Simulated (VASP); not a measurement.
Given:

```xyz
2
Lattice="1.3923 -2.4115 0.0000 1.3923 2.4115 0.0000 0.0000 0.0000 4.4064" Properties=species:S:1:pos:R:3 pbc="T T T"
Os     1.3923     0.8038     1.1016
Os     1.3923    -0.8038     3.3048
```

All values below come from PBE GGA, VASP's PBE PAW potentials (set 64) (plane waves; VASP). Numerical set-up: 520 eV cut-off, 14×14×8 Γ-centred mesh, first-order Methfessel-Paxton smearing of 0.10 eV, potentials Os_pv.

### Question
Give the stress tensor in GPa (positive for a compressed cell).

### Answer

```
-10.35    0.00    0.00
  0.00  -10.35    0.00
  0.00    0.00  -13.06
```
The pressure is its mean diagonal, -11.25 GPa.

The compound is Os in the hcp structure. The cell was not relaxed at this level. The run is one of a series of settings (ENCUT = 520, POTCAR Os_pv (PBE.64 set) against the base run), some of them coarse on purpose.
